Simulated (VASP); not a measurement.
Output of a VASP run:

**OUTCAR**
```
 ion  position               nearest neighbor table
   1  0.000  0.000  0.000-
  LATTYP: Found a body centered cubic cell.
 ALAT       =     3.2349285636
 Subroutine PRICEL returns:
 Original cell was already a primitive cell.
 Subroutine GETGRP returns: Found 48 space group operations
The static configuration has the point symmetry O_h .
The dynamic configuration has the point symmetry O_h .
 Subroutine INISYM returns: Found 48 space group operations
 Subroutine IBZKPT returns following result:
 Found    145 irreducible k-points:

 Following reciprocal coordinates:
            Coordinates               Weight
  0.000000  0.000000  0.000000      1.000000
  0.062500  0.000000  0.000000     12.000000
  0.125000  0.000000  0.000000     12.000000
  0.187500  0.000000  0.000000     12.000000
  0.250000  0.000000  0.000000     12.000000
  0.312500  0.000000  0.000000     12.000000
  0.375000  0.000000  0.000000     12.000000
  0.437500  0.000000  0.000000     12.000000
  0.500000  0.000000  0.000000      6.000000
  0.062500  0.062500  0.000000     24.000000
  0.125000  0.062500  0.000000     48.000000
  0.187500  0.062500  0.000000     48.000000
  0.250000  0.062500  0.000000     48.000000
  0.312500  0.062500 -0.000000     48.000000
  0.375000  0.062500  0.000000     48.000000
  0.437500  0.062500  0.000000     48.000000
  0.125000  0.125000  0.000000     24.000000
  0.187500  0.125000  0.000000     48.000000
  0.250000  0.125000  0.000000     48.000000
  0.312500  0.125000  0.000000     48.000000
  0.375000  0.125000  0.000000     48.000000
  0.437500  0.125000  0.000000     24.000000
  0.187500  0.187500  0.000000     24.000000
  0.250000  0.187500  0.000000     48.000000
  0.312500  0.187500  0.000000     48.000000
  0.375000  0.187500  0.000000     48.000000
  0.250000  0.250000  0.000000     24.000000
  0.312500  0.250000  0.000000     48.000000
  0.375000  0.250000  0.000000     24.000000
  0.312500  0.312500  0.000000     24.000000
  0.062500  0.062500  0.062500      8.000000
  0.125000  0.062500  0.062500     24.000000
  0.187500  0.062500  0.062500     24.000000
  0.250000  0.062500  0.062500     24.000000
  0.312500  0.062500  0.062500     24.000000
  0.375000  0.062500  0.062500     24.000000
  0.437500  0.062500  0.062500     12.000000
 -0.062500  0.062500  0.062500      6.000000
  0.125000  0.125000  0.062500     24.000000
  0.187500  0.125000  0.062500     48.000000
   k-points           NKPTS =    145   k-points in BZ     NKDIM =    145   number of bands    NBANDS=     11
   number of dos      NEDOS =    301   number of ions     NIONS =      1
   total plane-waves  NPLWV =  13824
   dimension x,y,z NGX =    24 NGY =   24 NGZ =   24
   dimension x,y,z NGXF=    48 NGYF=   48 NGZF=   48
   ions per type =               1
   PREC   = accura    normal or accurate (medium, high low for compatibility)
   ISTART =      0    job   : 0-new  1-cont  2-samecut
   ICHARG =      2    charge: 1-file 2-atom 10-const
   ISPIN  =      1    spin polarized calculation?
   LNONCOLLINEAR =      F non collinear calculations
   LSORBIT =      F    spin-orbit coupling
   INIWAV =      1    electr: 0-lowe 1-rand  2-diag
   ENCUT  =  520.0 eV  38.22 Ry    6.18 a.u.   5.21  5.21  5.21*2*pi/ulx,y,z
   NELM   =    100;   NELMIN=  2; NELMDL= -5     # of ELM steps
   EDIFF  = 0.1E-06   stopping-criterion for ELM
   LREAL  =      F    real-space projection
   NLSPLINE    = F    spline interpolate recip. space projectors
   LMAXMIX     =    6 max onsite mixed and CHGCAR
   VOSKOWN=      0    Vosko Wilk Nusair interpolation
   EDIFFG = 0.1E-05   stopping-criterion for IOM
   NSW    =      0    number of steps for IOM
   NBLOCK =      1;   KBLOCK =      1    inner block; outer block
   IBRION =     -1    ionic relax: 0-MD 1-quasi-New 2-CG
   NFREE  =      0    steps in history (QN), initial steepest desc. (CG)
...
```

**OSZICAR**
```
       N       E                     dE             d eps       ncg     rms          rms(c)
DAV:   1     0.391657291892E+02    0.39166E+02   -0.80591E+03  3198   0.147E+03
DAV:   2    -0.538265813561E+02   -0.92992E+02   -0.89896E+02  3445   0.342E+02
DAV:   3    -0.556287660857E+02   -0.18022E+01   -0.17857E+01  3662   0.471E+01
DAV:   4    -0.556392060472E+02   -0.10440E-01   -0.10439E-01  3453   0.392E+00
DAV:   5    -0.556392977888E+02   -0.91742E-04   -0.91742E-04  3570   0.372E-01    0.203E+01
DAV:   6    -0.507097350210E+02    0.49296E+01   -0.25125E+00  3325   0.228E+01    0.354E+00
DAV:   7    -0.514108234333E+02   -0.70109E+00   -0.16391E-01  3226   0.532E+00    0.227E+00
DAV:   8    -0.507720075649E+02    0.63882E+00   -0.57471E-01  3274   0.977E+00    0.333E+00
DAV:   9    -0.512034583560E+02   -0.43145E+00   -0.13140E-01  3418   0.368E+00    0.170E+00
DAV:  10    -0.513000659594E+02   -0.96608E-01   -0.18938E-02  3226   0.175E+00    0.758E-01
DAV:  11    -0.513036984793E+02   -0.36325E-02   -0.60093E-03  3364   0.100E+00    0.732E-02
DAV:  12    -0.513035533879E+02    0.14509E-03   -0.27381E-04  3319   0.230E-01    0.418E-02
DAV:  13    -0.513035350111E+02    0.18377E-04   -0.80630E-05  3295   0.147E-01    0.472E-02
DAV:  14    -0.513035461244E+02   -0.11113E-04   -0.45192E-05  3334   0.911E-02    0.183E-02
DAV:  15    -0.513035392516E+02    0.68729E-05   -0.83629E-06  3469   0.409E-02    0.726E-03
DAV:  16    -0.513035414555E+02   -0.22039E-05   -0.36381E-06  3358   0.217E-02    0.240E-03
DAV:  17    -0.513035380331E+02    0.34224E-05   -0.55213E-07  3403   0.101E-02    0.102E-03
DAV:  18    -0.513035394143E+02   -0.13813E-05   -0.28121E-08  1634   0.204E-03    0.639E-04
DAV:  19    -0.513035386287E+02    0.78569E-06   -0.22150E-08  1610   0.228E-03    0.922E-05
DAV:  20    -0.513035391404E+02   -0.51170E-06   -0.28240E-09  1622   0.753E-04    0.154E-05
DAV:  21    -0.513035390551E+02    0.85253E-07   -0.17275E-10  1616   0.180E-04
   1 F= -.51303539E+02 E0= -.51303440E+02  d E =-.298564E-03
```

OUTCAR:
```
------------------------ aborting loop because EDIFF is reached ----------------------------------------
  FORCE on cell =-STRESS in cart. coord.  units (eV):
  Direction    XX          YY          ZZ          XY          YZ          ZX
  --------------------------------------------------------------------------------------
  Total       -1.7234745     -1.7234745     -1.7234745      0.0000000      0.0000000      0.0000000
  in kB     -163.1365803   -163.1365803   -163.1365803      0.0000000      0.0000000      0.0000000
  external PRESSURE =    -163.1365803 kB  Pullay stress =       0.0000000 kB
  volume of cell :       16.93
      direct lattice vectors                 reciprocal lattice vectors
    -1.617464282  1.617464282  1.617464282     0.000000000  0.309125837  0.309125837
     1.617464282 -1.617464282  1.617464282     0.309125837  0.000000000  0.309125837
     1.617464282  1.617464282 -1.617464282     0.309125837  0.309125837  0.000000000
 POSITION                                       TOTAL-FORCE (eV/Angst)
 -----------------------------------------------------------------------------------
      0.00000      0.00000      0.00000         0.000000      0.000000      0.000000
 -----------------------------------------------------------------------------------
    total drift:                               -0.000000     -0.000000      0.000000
  FREE ENERGIE OF THE ION-ELECTRON SYSTEM (eV)
  ---------------------------------------------------
  free  energy   TOTEN  =       -51.3035390551 eV

  energy  without entropy=      -51.3032404913  energy(sigma->0) =      -51.30343953
```
(Selected blocks of OUTCAR.)

File POSCAR:
```
W
1
   -1.6174642818     1.6174642818     1.6174642818
    1.6174642818    -1.6174642818     1.6174642818
    1.6174642818     1.6174642818    -1.6174642818
W
1
Direct
  0.0000000000   0.0000000000   0.0000000000
```

**Question.** Write an INCAR and KPOINTS that could have produced this output.

**Answer.** One answer among several that fit: the input of the run itself, r2SCAN meta-GGA, plane waves, VASP's PBE PAW potentials (set 64).

KPOINTS:
```
Automatic mesh
0
Gamma
16 16 16
0 0 0
```

### INCAR
```
# general
SYSTEM   =  W
PREC     =  Accurate
ENCUT    =  520   # plane-wave cut-off (eV)
LREAL    =  .False.   # projection in real space or not
LASPH    =  .True.

# electronic loop
EDIFF    =  1E-7   # SCF stop (eV)
NELM     =  100
ALGO     =  Normal
LMAXMIX  =  6
LMIXTAU  =  .True.

# smearing
ISMEAR   =  1
SIGMA    =  0.1   # width (eV)

# functional
METAGGA  =  R2SCAN

# ions
ISIF     =  2   # forces and stress, cell fixed

# output
LWAVE    =  .False.
LCHARG   =  .False.
```

POTCAR, in this order: W_sv (PBE.64 set). Program: vasp_std.

The compound is W in the bcc structure. This cell is one point of a volume scan, at 1.06 of the reference volume.
